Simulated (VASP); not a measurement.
# Na3TeH (Pm-3m) in VASP: settings compared, part 3 of 3

VASP 6.6.1. Earlier steps stand in the parts before.

### Step 5. Relaxation of cell and atoms, PBE

This run uses another cell than the first one, of 21.67 Å³/atom, 1.082 times its volume.

Contents of INCAR:

```
SYSTEM = Na3TeH
ALGO = Normal
EDIFF = 1E-6
EDIFFG = -0.01
ENCUT = 600
GGA = PE
IBRION = 2
ISIF = 3
ISMEAR = 0
LASPH = .TRUE.
LCHARG = .FALSE.
LREAL = .FALSE.
LWAVE = .FALSE.
NELM = 80
NSW = 90
PREC = Accurate
SIGMA = 0.03
```

Contents of KPOINTS:

```
k-points
0
G
  6 6 6
  0 0 0
```

Contents of POSCAR:

```
Na3TeH
1.0
    4.7671700000      0.0000000000      0.0000000000
    0.0000000000      4.7671700000      0.0000000000
    0.0000000000      0.0000000000      4.7671700000
Na Te H
3 1 1
Direct
    0.5000000000      0.0000000000      0.5000000000
    0.0000000000      0.5000000000      0.5000000000
    0.5000000000      0.5000000000      0.0000000000
    0.0000000000      0.0000000000      0.0000000000
    0.5000000000      0.5000000000      0.5000000000
```

Potentials or basis: VASP PAW PBE potentials, release 64 (Na_pv, Te, H).

Command:

```
$ cat potpaw_PBE.64/Na_pv/POTCAR potpaw_PBE.64/Te/POTCAR potpaw_PBE.64/H/POTCAR > POTCAR
$ mpirun -np 1 vasp_std > vasp.out
```

OUTCAR:

```text
SYSTEM = Na3TeH
   EDIFF = 1E-6
   EDIFFG = -0.01
   ENCUT = 600
   GGA = PE
   IBRION = 2
   ISIF = 3
   ISMEAR = 0
   LASPH = .TRUE.
   LREAL = .FALSE.
   NELM = 80
   NSW = 90
   PREC = Accurate

 ion  position               nearest neighbor table
   1  0.500  0.000  0.500-
   2  0.000  0.500  0.500-
   3  0.500  0.500  0.000-
   4  0.000  0.000  0.000-
   5  0.500  0.500  0.500-

  LATTYP: Found a simple cubic cell.
 ALAT       =     4.7671700000

  Lattice vectors:

 A1 = (   4.7671700000,   0.0000000000,   0.0000000000)
 A2 = (   0.0000000000,   4.7671700000,   0.0000000000)
 A3 = (   0.0000000000,   0.0000000000,   4.7671700000)

Analysis of symmetry for initial positions (statically):
=====================================================================
 Subroutine PRICEL returns:
 Original cell was already a primitive cell.

 Routine SETGRP: Setting up the symmetry group for a
 simple cubic supercell.

 Subroutine GETGRP returns: Found 48 space group operations
 (whereof 48 operations were pure point group operations)
 out of a pool of 48 trial point group operations.

The static configuration has the point symmetry O_h .

Analysis of symmetry for dynamics (positions and initial velocities):
=====================================================================
 Subroutine PRICEL returns:
 Original cell was already a primitive cell.

 Routine SETGRP: Setting up the symmetry group for a
 simple cubic supercell.

[... 179 lines left out ...]
      2.38359      0.00000      2.38359         0.000000      0.000000      0.000000
      0.00000      2.38359      2.38359         0.000000      0.000000      0.000000
      2.38359      2.38359      0.00000         0.000000      0.000000      0.000000
      0.00000      0.00000      0.00000         0.000000      0.000000      0.000000
      2.38359      2.38359      2.38359         0.000000      0.000000      0.000000
 -----------------------------------------------------------------------------------
    total drift:                               -0.000000      0.000000     -0.000000

  FREE ENERGIE OF THE ION-ELECTRON SYSTEM (eV)
  ---------------------------------------------------
  free  energy   TOTEN  =       -13.6679386656 eV

  energy  without entropy=      -13.6679386656  energy(sigma->0) =      -13.66793867

--------------------------------------- Ionic step        2  -------------------------------------------

 number of electron      27.9999987 magnetization

 Free energy of the ion-electron system (eV)
  ---------------------------------------------------
  ext. energy  EPLUGINS =         0.00000000
  ---------------------------------------------------
  free energy    TOTEN  =       -13.66802224 eV

  energy without entropy =      -13.66802224  energy(sigma->0) =      -13.66802224

 E-fermi :   1.6320     XC(G=0):  -8.1539

 val. band max:        1.5040261404   @ k =   0.5000   0.5000   0.0000
 cond. band min:       4.1217075101   @ k =   0.5000   0.0000   0.0000
 fundamental gap:      2.6176813696
 Fermi energy:         1.6320323072

 k-point     1 :       0.0000    0.0000    0.0000
  band No.  band energies     occupation
      1     -21.7750      2.00000
      2     -21.7750      2.00000
      3     -21.7750      2.00000
      4     -21.7395      2.00000
      5     -21.7395      2.00000
      6     -21.7395      2.00000
[... 397 lines left out ...]
      5     -21.7174      2.00000
      6     -21.7174      2.00000
[... 10 lines left out ...]
     17       4.3006      0.00000
     18      10.5359      0.00000

------------------------ aborting loop because EDIFF is reached ----------------------------------------

  FORCE on cell =-STRESS in cart. coord.  units (eV):
  Direction    XX          YY          ZZ          XY          YZ          ZX
  --------------------------------------------------------------------------------------
  -------------------------------------------------------------------------------------
  Total       -0.0328572     -0.0328572     -0.0328572      0.0000000     -0.0000000      0.0000000
  in kB       -0.4866670     -0.4866670     -0.4866670      0.0000000     -0.0000000      0.0000000
  external PRESSURE =      -0.4866670 kB  Pullay stress =       0.0000000 kB

 VOLUME and BASIS-vectors are now :
 -----------------------------------------------------------------------------
  energy-cutoff  :      600.00
  volume of cell :      108.17
      direct lattice vectors                 reciprocal lattice vectors
     4.764707101  0.000000000  0.000000000     0.209876490 -0.000000000  0.000000000
     0.000000000  4.764707101  0.000000000     0.000000000  0.209876490 -0.000000000
    -0.000000000  0.000000000  4.764707101     0.000000000 -0.000000000  0.209876490

 POSITION                                       TOTAL-FORCE (eV/Angst)
 -----------------------------------------------------------------------------------
      2.38235      0.00000      2.38235         0.000000     -0.000000      0.000000
     -0.00000      2.38235      2.38235         0.000000     -0.000000      0.000000
      2.38235      2.38235      0.00000        -0.000000      0.000000      0.000000
      0.00000      0.00000      0.00000        -0.000000      0.000000      0.000000
      2.38235      2.38235      2.38235        -0.000000      0.000000      0.000000
 -----------------------------------------------------------------------------------
    total drift:                               -0.000000     -0.000000     -0.000000

  FREE ENERGIE OF THE ION-ELECTRON SYSTEM (eV)
  ---------------------------------------------------
  free  energy   TOTEN  =       -13.6680222426 eV

  energy  without entropy=      -13.6680222426  energy(sigma->0) =      -13.66802224

 reached required accuracy - stopping structural energy minimisation
```

OSZICAR:

```text
N       E                     dE             d eps       ncg     rms          rms(c)
DAV:   1     0.222383946664E+03    0.22238E+03   -0.15428E+04   720   0.175E+03
DAV:   2     0.214700604194E+01   -0.22024E+03   -0.21724E+03   720   0.414E+02
DAV:   3    -0.139788352547E+02   -0.16126E+02   -0.16006E+02   866   0.124E+02
[... 12 lines left out ...]
DAV:   2    -0.136681019481E+02    0.25098E-03   -0.34971E-04   862   0.267E-01    0.615E-02
DAV:   3    -0.136680262626E+02    0.75686E-04   -0.17472E-04   870   0.173E-01    0.125E-02
DAV:   4    -0.136680237621E+02    0.25005E-05   -0.43679E-06   578   0.250E-02    0.109E-02
DAV:   5    -0.136680222361E+02    0.15259E-05   -0.18225E-06   572   0.151E-02    0.140E-03
DAV:   6    -0.136680222426E+02   -0.65070E-08   -0.27653E-07   376   0.593E-03
   2 F= -.13668022E+02 E0= -.13668022E+02  d E =-.835770E-04
```

CONTCAR:

```text
Na3TeH
   1.00000000000000
     4.7647071014178062    0.0000000000000000    0.0000000000000000
     0.0000000000000000    4.7647071014178062    0.0000000000000000
    -0.0000000000000000    0.0000000000000000    4.7647071014178062
  Na              Te              H
     3     1     1
Direct
     0.5000000000000000    0.0000000000000000    0.5000000000000000
     0.0000000000000000    0.5000000000000000    0.5000000000000000
     0.5000000000000000    0.5000000000000000    0.0000000000000000
     0.0000000000000000    0.0000000000000000    0.0000000000000000
     0.5000000000000000    0.5000000000000000    0.5000000000000000

  0.00000000E+00  0.00000000E+00  0.00000000E+00
  0.00000000E+00  0.00000000E+00  0.00000000E+00
  0.00000000E+00  0.00000000E+00  0.00000000E+00
  0.00000000E+00  0.00000000E+00  0.00000000E+00
  0.00000000E+00  0.00000000E+00  0.00000000E+00
```

Wall time 47 s (1 thread of Intel Xeon Platinum 8259CL at 2.50GHz (Skylake/Cascade Lake), shared host); peak memory 0.27 GiB.

Results:

- Free energy: -13.6680 eV
- Relaxed volume: 21.63 Å³/atom
- Relaxed cell: a = 4.765 Å, b = 4.765 Å, c = 4.765 Å, α = 90.00°, β = 90.00°, γ = 90.00°
- Space group after relaxing (to 0.05 Å): Pm-3m (No. 221)
- Energy gained by relaxing: 0.0 meV/atom
- Ionic steps: 2
- Pressure after relaxing: 0.0 GPa
- Band gap on the k mesh: 2.62 eV, indirect (least direct gap 2.80 eV)

Final structure:
```cif
data_structure
_symmetry_space_group_name_H-M 'P 1'
_symmetry_Int_Tables_number 1
_cell_length_a 4.7647
_cell_length_b 4.7647
_cell_length_c 4.7647
_cell_angle_alpha 90.000
_cell_angle_beta 90.000
_cell_angle_gamma 90.000
_cell_volume 108.17
loop_
_atom_site_label
_atom_site_type_symbol
_atom_site_fract_x
_atom_site_fract_y
_atom_site_fract_z
_atom_site_occupancy
Na1 Na 0.50000 0.00000 0.50000 1
Na2 Na 0.00000 0.50000 0.50000 1
Na3 Na 0.50000 0.50000 0.00000 1
Te1 Te 0.00000 0.00000 0.00000 1
H1 H 0.50000 0.50000 0.50000 1
```

Caveat: spin-orbit coupling is left out, which moves the levels of the heavy elements. A k mesh can miss the band edges.

### Step 6. Relaxation of cell and atoms, PBE

This run uses another cell than the first one, of 21.63 Å³/atom, 1.080 times its volume.

Edit INCAR of step 5 so:

```diff
@@ -2,4 +2,4 @@
 ALGO = Normal
-EDIFF = 1E-6
-EDIFFG = -0.01
+EDIFF = 1E-7
+EDIFFG = -0.005
 ENCUT = 600
```

KPOINTS is that of step 5.

Contents of POSCAR:

```
Na3TeH                                  
1.0
    4.7647071014      0.0000000000      0.0000000000
    0.0000000000      4.7647071014      0.0000000000
   -0.0000000000      0.0000000000      4.7647071014
  Na              Te              H             
     3     1     1
Direct
     0.5000000000000000    0.0000000000000000    0.5000000000000000
     0.0000000000000000    0.5000000000000000    0.5000000000000000
     0.5000000000000000    0.5000000000000000    0.0000000000000000
     0.0000000000000000    0.0000000000000000    0.0000000000000000
     0.5000000000000000    0.5000000000000000    0.5000000000000000
```

Potentials or basis: VASP PAW PBE potentials, release 64 (Na_pv, Te, H).

Command:

```
$ cat potpaw_PBE.64/Na_pv/POTCAR potpaw_PBE.64/Te/POTCAR potpaw_PBE.64/H/POTCAR > POTCAR
$ mpirun -np 1 vasp_std > vasp.out
```

It took 60 s on 1 thread of Intel Xeon Platinum 8259CL at 2.50GHz (Skylake/Cascade Lake), shared host; peak memory 0.27 GiB.

The run converged. Its results:

```
Free energy                            : -13.6680 eV
Relaxed volume                         : 21.61 Å³/atom
Relaxed cell                           : a = 4.763 Å, b = 4.763 Å, c = 4.763 Å, α = 90.00°, β = 90.00°, γ = 90.00°
Space group after relaxing (to 0.05 Å) : Pm-3m (No. 221)
Energy gained by relaxing              : 0.0 meV/atom
Ionic steps                            : 2
Pressure after relaxing                : 0.0 GPa
Band gap on the k mesh                 : 2.62 eV, indirect (least direct gap 2.81 eV)
```

Final structure:
```
Na Te H
1.0
     4.76278    0.00000    0.00000
     0.00000    4.76278    0.00000
     0.00000    0.00000    4.76278
Na Te H
3 1 1
Direct
  0.50000 0.00000 0.50000
  0.00000 0.50000 0.50000
  0.50000 0.50000 0.00000
  0.00000 0.00000 0.00000
  0.50000 0.50000 0.50000
```

Levels at points of the mesh, in eV from the valence-band top:
```tsv
k point	band 11	band 12	band 13	band 14	band 15	band 16	band 17	band 18
(0.00, 0.00, 0.00)	-2.55	-0.41	-0.41	-0.41	4.13	4.13	4.20	6.75
(0.50, 0.00, 0.00)	-3.25	-0.61	-0.18	-0.18	2.62	4.79	4.95	4.95
(0.50, 0.50, 0.00)	-2.23	-1.83	-1.83	0.00	4.48	4.94	5.74	5.74
(0.50, 0.50, 0.50)	-1.88	-1.38	-1.38	-1.38	2.80	2.80	2.80	9.04
```

Caveat: spin-orbit coupling is left out, which moves the levels of the heavy elements. A k mesh can miss the band edges.

### Step 7. Summary

```csv
level,gap on the mesh (eV),pressure (GPa)
PBE+D3(BJ),2.86,0.0
PBEsol,2.65,0.0
PBE,2.62,0.0
```

Alike in all rows: task relaxation of cell and atoms; potentials or basis VASP PAW PBE potentials, release 64 (Na_pv, Te, H); no spin polarisation; cell relaxed; k mesh 6 × 6 × 6; cutoff (eV) 600; smearing gaussian 0.03 eV.

Caveats: spin-orbit coupling is left out, which moves the levels of the heavy elements; the relaxation stopped at its first step, so nothing moved (some runs); the PAW data sets were made with another functional, which shifts forces and pressure a little (some runs).

Absolute energies hang on the potentials; compare differences alone.
